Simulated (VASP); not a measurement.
Here is the system:

```
CELL_PARAMETERS angstrom
      0.00000     2.45376     2.45376
      2.45376     0.00000     2.45376
      2.45376     2.45376     0.00000
ATOMIC_POSITIONS crystal
  Be 0.00000 0.00000 0.00000
  S  0.25000 0.25000 0.25000
```

Method: revPBE GGA, VASP's PBE PAW potentials (set 64) (plane waves; VASP). Settings: 520 eV cut-off, Gaussian smearing of 0.050 eV, potentials Be S.

Give the energies of bands 2 to 7 at the high-symmetry points, in eV from the valence-band maximum.

| band | Γ | X | U | L | W |
|---|---|---|---|---|---|
| 2 | 0.00 | -4.83 | -4.39 | -5.54 | -4.12 |
| 3 | 0.00 | -2.51 | -3.88 | -0.98 | -3.66 |
| 4 | 0.00 | -2.51 | -2.08 | -0.98 | -3.16 |
| 5 | 5.70 | 3.27 | 4.47 | 5.41 | 6.50 |
| 6 | 5.73 | 4.99 | 7.51 | 6.61 | 8.18 |
| 7 | 5.73 | 12.57 | 10.44 | 6.61 | 8.38 |

The gap is indirect, 3.27 eV, from the valence maximum at Γ to the conduction minimum at X.

The compound is BeS in the zinc blende structure. It was relaxed first.
